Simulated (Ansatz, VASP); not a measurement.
**Cross-check of Ir (Iridium) between VASP and Ansatz**

One calculation is typed for both programs; each brings its own data sets and cutoff. How far apart do they land? The cell comes out of the VASP series on this material, whose earlier steps may have relaxed, scaled or displaced it; both programs get it as it stands.

Method: plane waves, with VASP 6.6.1 beside it; relaxation of cell and atoms at LDA and relaxation of cell and atoms at PBEsol, spin-orbit coupling, in Ansatz 0.2.0.

**1. Starting point**

It takes space group Fm-3m (No. 225, cubic). Conventional cell: a = 3.818 Å, b = 3.818 Å, c = 3.818 Å, α = 90.00°, β = 90.00°, γ = 90.00°. Nearest to Ir lie 12 Ir at 2.70 Å.

Coordinates:

```
Ir
1.0
     0.00000    1.90917    1.90917
     1.90917    0.00000    1.90917
     1.90917    1.90917    0.00000
Ir
1
Direct
  0.00000 0.00000 0.00000
```

**2. VASP: relaxation of cell and atoms, LDA**

The relaxed volume is the usual yardstick between codes: its relative difference is about their pressure difference at one cell divided by the bulk modulus.

Lines of VASP's logs that name or quote its potential files are left out, and so is its time.

Contents of INCAR:

```
SYSTEM = Ir
PREC = Accurate
ENCUT = 450
EDIFF = 1E-06
NELM = 100
ISMEAR = 1
SIGMA = 0.15
LREAL = .FALSE.
ALGO = Normal
GGA = CA
NBANDS = 10
LORBIT = 11
LWAVE = .FALSE.
LCHARG = .FALSE.
KPAR = 4
IBRION = 2
NSW = 50
ISIF = 3
EDIFFG = -0.006
```

Contents of POSCAR:

```
Ir
1.0
    0.0000000000      1.9091749985      1.9091749985
    1.9091749985      0.0000000000      1.9091749985
    1.9091749985      1.9091749985      0.0000000000
Ir
1
Direct
    0.0000000000      0.0000000000      0.0000000000
```

Contents of KPOINTS:

```
Automatic mesh
0
Gamma
20 20 20
0 0 0
```

Potentials, in the order of the species: Ir (LDA family, release 64).

On the command line:

```bash
mpirun -np 4 vasp_std
```

Numbers of over 12 decimals in the logs are rounded to 6 here.

What it wrote:

```text
[banner, memory and clock lines left out]
running    4 mpi-ranks, on    1 nodes
 distrk:  each k-point on    1 cores,    4 groups
 distr:  one band on    1 cores,    1 groups

 POSCAR found type information on POSCAR Ir
 POSCAR found :  1 types and       1 ions
 LDA part: xc-table for (Slater(with rela. corr.)+CA(PZ))
 , standard interpolation
 POSCAR, INCAR and KPOINTS ok, starting setup
 FFT: planning ... GRIDC
 FFT: planning ... GRID_SOFT
 FFT: planning ... GRID
 WAVECAR not read
 entering main loop
       N       E                     dE             d eps       ncg     rms          rms(c)
DAV:   1     0.431215364138E+02    0.43122E+02   -0.40265E+03  5200   0.731E+02
DAV:   2    -0.101208872209E+02   -0.53242E+02   -0.50352E+02  5268   0.188E+02
DAV:   3    -0.109364741965E+02   -0.81559E+00   -0.81399E+00  6126   0.285E+01
DAV:   4    -0.109434374591E+02   -0.69633E-02   -0.69621E-02  5852   0.240E+00
DAV:   5    -0.109435717510E+02   -0.13429E-03   -0.13429E-03  5918   0.313E-01    0.164E+01
DAV:   6    -0.104304968394E+02    0.51307E+00   -0.89947E-01  5756   0.116E+01    0.649E+00
DAV:   7    -0.103371412563E+02    0.93356E-01   -0.25835E-01  6288   0.565E+00    0.149E+00
DAV:   8    -0.103342168991E+02    0.29244E-02   -0.17970E-03  5466   0.432E-01    0.114E+00
DAV:   9    -0.103296324023E+02    0.45845E-02   -0.22435E-03  5688   0.701E-01    0.458E-02
DAV:  10    -0.103296183637E+02    0.14039E-04   -0.13526E-05  7410   0.389E-02    0.919E-03
DAV:  11    -0.103296190825E+02   -0.71889E-06   -0.13727E-06  5340   0.860E-03
   1 F= -.10329619E+02 E0= -.10330158E+02  d E =-.103296E+02
 curvature:   0.00 expect dE= 0.000E+00 dE for cont linesearch  0.000E+00
 trial: gam= 0.00000 g(F)=  0.806E-64 g(S)=  0.269E-05 ort = 0.000E+00 (trialstep = 0.100E+01)
 search vector abs. value=  0.269E-05
 reached required accuracy - stopping structural energy minimisation
```

From OUTCAR (step 2):

```text
ion  position               nearest neighbor table
   1  0.000  0.000  0.000-

  LATTYP: Found a face centered cubic cell.
 ALAT       =     3.8183499970

 Subroutine GETGRP returns: Found 48 space group operations
 (whereof 48 operations were pure point group operations)

The static configuration has the point symmetry O_h .

 Found    256 irreducible k-points:

   k-points           NKPTS =    256   k-points in BZ     NKDIM =    256   number of bands    NBANDS=     10

   dimension x,y,z NGX =    20 NGY =   20 NGZ =   20
   dimension x,y,z NGXF=    40 NGYF=   40 NGZF=   40

   ENCUT  =  450.0 eV  33.07 Ry    5.75 a.u.   4.67  4.67  4.67*2*pi/ulx,y,z

   NELECT =       9.0000    total number of electrons

 k-points in reciprocal lattice and weights: Automatic mesh
   0.00000000  0.00000000  0.00000000       0.000
   0.05000000  0.00000000  0.00000000       0.001
   0.10000000  0.00000000  0.00000000       0.001
   0.15000000  0.00000000  0.00000000       0.001
   0.20000000  0.00000000  0.00000000       0.001
   0.25000000  0.00000000  0.00000000       0.001
   0.30000000  0.00000000  0.00000000       0.001
   0.35000000  0.00000000  0.00000000       0.001
   0.40000000  0.00000000  0.00000000       0.001
[...]
-0.30000000  0.50000000  0.20000000       0.002
  -0.25000000  0.50000000  0.25000000       0.001

 average (electrostatic) potential at core
       1 -48.5983

 E-fermi :  10.5432

 k-point     1 :       0.0000    0.0000    0.0000
  band No.  band energies     occupation
    ...
      2       6.5817      2.00000
      3       6.5817      2.00000
      4       6.5817      2.00000
      5       9.3789      2.00000
      6       9.3789      2.00000
      7      24.9122      0.00000
      8      30.5484      0.00000
      9      30.5484      0.00000
     10      30.5484      0.00000

 k-point     2 :       0.0500    0.0000    0.0000
  band No.  band energies     occupation
    ...
      2       6.5201      2.00000
      3       6.6319      2.00000
      4       6.6319      2.00000
      5       9.3454      2.00000
      6       9.3454      2.00000
      7      25.1119      0.00000
      8      29.9339      0.00000
      9      30.7377      0.00000
     10      30.7377      0.00000

 k-point     3 :       0.1000    0.0000    0.0000
  band No.  band energies     occupation
    ...
      2       6.3573      2.00000
      3       6.7677      2.00000
      4       6.7677      2.00000
      5       9.2667      2.00000
      6       9.2667      2.00000
      7      25.6709      0.00000
      8      28.6671      0.00000
      9      31.2916      0.00000
     10      31.2916      0.00000

  Total        0.0043133      0.0043133      0.0043133     -0.0000000     -0.0000000      0.0000000
  in kB        0.4965426      0.4965426      0.4965426     -0.0000000     -0.0000000      0.0000000
  external PRESSURE =       0.4965426 kB  Pullay stress =       0.0000000 kB

  energy-cutoff  :      450.00
  volume of cell :       13.92
      direct lattice vectors                 reciprocal lattice vectors
     0.000000000  1.909174998  1.909174998    -0.261893226  0.261893226  0.261893226
     1.909174998  0.000000000  1.909174998     0.261893226 -0.261893226  0.261893226
     1.909174998  1.909174998  0.000000000     0.261893226  0.261893226 -0.261893226

 POSITION                                       TOTAL-FORCE (eV/Angst)
 -----------------------------------------------------------------------------------
      0.00000      0.00000      0.00000         0.000000      0.000000      0.000000
 -----------------------------------------------------------------------------------
    total drift:                               -0.000000     -0.000000     -0.000000

  FREE ENERGIE OF THE ION-ELECTRON SYSTEM (eV)
  ---------------------------------------------------
  free  energy   TOTEN  =       -10.3296190825 eV

  energy  without entropy=      -10.3312343784  energy(sigma->0) =      -10.33015751

 reached required accuracy - stopping structural energy minimisation

 total charge
# of ion       s       p       d       tot
------------------------------------------
    1        0.687   0.759   7.024   8.469

[... 3 further parts left out ...]
```

CONTCAR:

```
Ir
   1.00000000000000
     0.0000000000000000    1.9091749984999999    1.9091749984999999
     1.9091749984999999    0.0000000000000000    1.9091749984999999
     1.9091749984999999    1.9091749984999999    0.0000000000000000
  Ir
     1
Direct
     0.0000000000000000    0.0000000000000000    0.0000000000000000
```

This run has no spin polarisation. Its electron count is odd, so without a moment it is a metal by construction.

**3. Ansatz: relaxation of cell and atoms, LDA**

Ansatz runs on its default PAW (the set named soft_2) files.

The same cell, functional (in two slightly different forms), mesh and smearing now go to Ansatz, which takes its cutoff from its data sets.

Contents of input.yaml:

```yaml
crystal:
  lattice:
    - [0.0, 1.9091749985, 1.9091749985]
    - [1.9091749985, 0.0, 1.9091749985]
    - [1.9091749985, 1.9091749985, 0.0]
  atoms:
    - { symbol: Ir, position: [0.0, 0.0, 0.0] }
hamiltonian:
  xc: lda
  pseudopotentials: { kind: paw }
kpoints:
  mp_grid: { grid: [20, 20, 20] }
scf:
  occupations: { method: methfessel_paxton, width: 0.15 }
relax:
  f_tol: 0.01
  max_steps: 60
  cell: { stress_tol: 0.05 }
output:
  forces: true
  stress: true
```

On the command line:

```bash
ansatz run input.yaml --threads 4 --pin off --max-ram 9216MiB --backend cpu --events-out ev --progress --plain --runs-dir out
```

What it wrote:

```text
Engine: ansatz 0.2.0, aarch64-unknown-linux-gnu
Pseudopotentials: kind: paw
Pseudopotential: Ir, paw, valence charge 17, recommended cutoff 420 eV (normal), Ir.paw.azcp
Functional definition: SPW92
  exchange = slater_x
  correlation = pw_c
Crystal: 1 atoms, lattice volume = 13.918 Å³
Basis set: ecut = 420 eV, 283 PW (Γ)
Bands: 13, of which v1, the nominal top of the filled ones, is band 9 counted from 1 (8 counted from 0)
Symmetry: 48 space group operations
Space group: Fm-3m (ITA 225), of the structure as read, at distance tolerance 2.4e-5 Å
k-points: 256 of 8000
Non-local potential: Ir, projectors of the file, l = 0: 3, l = 1: 2, l = 2: 2, l = 3: 1
PAW form: soft (Blöchl's): semilocal exchange-correlation on the pseudo side does not see the compensation charge
PAW frozen core: Ir, regenerated for the run's functional, and the local potential with it (the file was generated under x = pbe(κ = 0.804, μ = 0.219515), c = pbe(β = 0.066725))
PAW one-centre angular grid: Ir, 590 points (default); XC on 64 Gauss nodes
Initial density: superposition of atomic densities (neutral atoms: chi_scale 0, normalization atom), corrected by the library's trained network
Initial wavefunctions: pseudopotential atomic-orbital guess
Functional: x = slater, c = lda
SCF iter   1: F=—  HF=-11663.397661 eV  |F-HF|=—  |Δ(HF+E_count)|=         —  Δρ=5.98e-3  dr2=8.23e-4  ethr=1.77e-3  ⟨swp⟩=5.0  Hψ=16207  notcnv=0
preconditioner: auto → none  [metal: Δε(μ)=0.019 eV  Ē_g=14.430 eV  σ=0.150 eV  W_gap=0.10  n_scr=0 (ndim 8)  ℏωp=29.9 eV  f_vac=0.000  D(μ)=0.50/eV (n_scr^D=0)]
SCF iter   2: F=—  HF=-11663.397774 eV  |F-HF|=—  |Δ(HF+E_count)|=   1.14e-4  S|Δr|=    0.00e0  Δρ=3.00e-3  dr2=1.97e-4  ethr=4.84e-6  ⟨swp⟩=2.0  Hψ=6193  notcnv=0
SCF iter   3: F=—  HF=-11663.397860 eV  |F-HF|=—  |Δ(HF+E_count)|=   8.61e-5  S|Δr|=    0.00e0  Δρ=1.79e-4  dr2=1.50e-6  ethr=1.16e-6  ⟨swp⟩=1.0  Hψ=3247  notcnv=0
SCF iter   4: F=—  HF=-11663.397855 eV  |F-HF|=—  |Δ(HF+E_count)|=   5.62e-6  S|Δr|=    0.00e0  Δρ=6.52e-5  dr2=1.66e-7  ethr=5.88e-10  ⟨swp⟩=4.4  Hψ=11102  notcnv=0
SCF iter   5: F=-11663.397855 eV  HF=-11663.397855 eV  |F-HF|=2.24e-8  |Δ(HF+E_count)|=   4.17e-8  S|Δr|=    0.00e0  Δρ=1.52e-5  dr2=2.97e-8  ethr=5.88e-10  ⟨swp⟩=4.0  Hψ=9733  notcnv=0
SCF 1 converged in 5 iterations: F = -11663.397855 eV  dr2 = 2.97e-8
  greatest PAW one-centre occupation: 1.000 electrons in one spin orbital (limit 2), on the Ir atom at site 0 (counted from 0), in its partial waves of l = 0
relax step   1: F+E_penalty+E_count = -11663.39785455 eV  Δ(F+E_penalty+E_count) = +0.000e0 eV  max|allowed force component| = 0.000e0 eV/Å  Δτ_max = 0.0000 Å  P = -2.463 GPa  Ω = 13.918 Å³  (5 SCF iters, dr2 threshold 1.00e-7 eV, accepted)
[...]
relax step   2: F+E_penalty+E_count = -11663.39647300 eV  Δ(F+E_penalty+E_count) = +1.382e-3 eV  max|allowed force component| = 0.000e0 eV/Å  Δτ_max = 0.0000 Å  P = +4.551 GPa  Ω = 13.682 Å³  energy of the carried Pulay correction = +6.587e-5 eV  (4 SCF iters, dr2 threshold 1.00e-7 eV, rejected (line search))
[...]
relax step   3: F+E_penalty+E_count = -11663.39853873 eV  Δ(F+E_penalty+E_count) = -6.842e-4 eV  max|allowed force component| = 0.000e0 eV/Å  Δτ_max = 0.0000 Å  P = -0.054 GPa  Ω = 13.834 Å³  energy of the carried Pulay correction = +2.326e-5 eV  (5 SCF iters, accepted)
[...]
relax step   4: F+E_penalty+E_count = -11663.39853956 eV  Δ(F+E_penalty+E_count) = -8.346e-7 eV  max|allowed force component| = 0.000e0 eV/Å  Δτ_max = 0.0000 Å  P = +0.001 GPa  Ω = 13.832 Å³  energy of the carried Pulay correction = +2.378e-5 eV  (2 SCF iters, dr2 threshold 7.35e-9 eV, accepted)
[...]
relax step   5: F+E_penalty+E_count = -11663.39851295 eV  Δ(F+E_penalty+E_count) = +2.661e-5 eV  max|allowed force component| = 0.000e0 eV/Å  Δτ_max = 0.0000 Å  P = +0.005 GPa  Ω = 13.832 Å³  stress off target by 4.64e-3 GPa  SCF on the basis re-selected at this cell (its energy is not comparable with the rows above)  (4 SCF iters)
basis re-selected at this cell: Δ(F+E_penalty+E_count) = +2.661e-5 eV, ΔP = +0.004 GPa vs the last step (what re-selecting the basis moved, of the pressure what is left beyond the Pulay correction that the steps carried, after the strain that the cell walked since its last selection, with what the two solves' SCF thresholds leave and, on support functions, any second-order correction that the steps lacked; it is no measure of the basis error at this ecutwfc). This SCF's stress stands 4.64e-3 GPa from its target on what of the cell is left free (relax.cell.stress_tol is 5.00e-2 GPa) and its largest allowed force component is 0.00e0 eV/Å (relax.f_tol is 1.00e-2 eV/Å): [rest of the remark cut]
SCF converged after 4 iterations
Stability not checked: this state was not tested for a lower state beside it, because cold or Methfessel-Paxton smearing, or corrected tetrahedra, fill the levels in a way that the test cannot read (fill_not_monotonic; see scf.lower_state_search)
Free energy (F): -11663.398513 eV
Harris-Foulkes:  -11663.398513 eV  (|F-HF|=0.00e0)
Internal energy: -11663.400067 eV  (E = F + TS)
E sigma→0 (E₀):  -11663.398901 eV
Entropy (-TS):   0.001554 eV (1.554 meV/atom)
Fermi energy:    26.147117 eV
--- Per-component energies (eV) ---
  E_band       = -78.010096
  E_kinetic    = 624.689501
  E_local      = -1045.157036  (includes V_loc(G=0)·N_el)
  E_nonlocal   = 79.769716
  E_hartree    = 400.836570
  E_xc         = -267.036299
  E_vxc        = -300.685395  (∫ρ·V_xc dr)
  E_paw        = -8953.328413  (= ΣΔE_a)
  E_vpaw       = -238.300076  (= ΣTr[D̂ρ^β])
  E_aug_tail   = 0.000040  (compensation charges beyond the density's cutoff)
  E_ewald      = -2503.585750
  E_core_change = 0.411602  (= ΣΔE_core)
  E_smearing   = 0.001554  (= −TS)
  E_closure    = 0.000000  (closes the sum)
  Σ components = -11663.398513   (vs F -11663.398513, Δ=0.00e0)
--- Forces (eV/Å), atoms counted from 1 ---
  atom   1  Ir    -0.00000000    -0.00000000    -0.00000000
  max |Σ_I F_I| component: 9.04e-32 eV/Å
--- Stress (GPa, compression-positive) ---
        0.004644      -0.000000      -0.000000
       -0.000000       0.004644      -0.000000
       -0.000000      -0.000000       0.004644
  P = ⅓ Tr σ = 0.0046 GPa (0.046 kbar)
--- Relaxed structure (4 steps of the walk, 3 accepted, 1 SCFs on fresh bases) ---
  F+E_penalty+E_count = -11663.39851295 eV   max|allowed force component| = 0.000e0 eV/Å   (the final SCF, on the basis selected at the relaxed cell)
  cell:  # Å, volume = 13.8322 Å³
    - [0, 1.905257, 1.905257]
    - [1.905257, 0, 1.905257]
    - [1.905257, 1.905257, 0]
  atoms:
    - { symbol: Ir, position: [0.0, 0.0, 0.0] }
```

Elapsed: 2.3 s, on 4 threads of Arm Neoverse V2, shared host; peak memory 0.33 GiB; 7.7 s of CPU time.

**4. Comparison**

Known differences besides the PAW data sets themselves: the two LDA forms differ slightly; both relaxations stop at a tolerance, which leaves soft axes loose, and VASP keeps its plane-wave basis; the data sets hold 17 valence electrons in Ansatz (default PAW (the set named soft_2) files) and 9 in VASP; the cutoff is 420 eV in Ansatz and 450 eV in VASP; Ansatz makes its cores anew for this functional, VASP keeps those of its LDA data sets; Ansatz adds a Pulay correction to the stress that steers its cell, VASP none. Total energies have different zeros and are not compared.

The two programs side by side:

```csv
quantity,Ansatz,VASP,difference
volume (Å³),13.83,13.92,-0.61 %
"edge a after relaxation, in the typed setting (Å)",2.694,2.700,-0.21 %
```

The walks stopped with 0.00 GPa left in Ansatz and 0.05 GPa in VASP; each walk ends within a tolerance, so the volume difference is uncertain by about these residues over the bulk modulus, most in soft cells.

(Continued in part 2 of 2.)

[Lines on the potential files, build, host, timing and source positions are cut from VASP's logs without a mark.]

[Logs are printed without paths, hosts, clocks, repeated set-up lines and the standing remarks that a program may print on its own settings, such as how far it seeks lower states.]

[Hosts, paths, dates, database ids (printed as entryN), source tags and the programs' standing remarks are cut or masked in the printed files.]
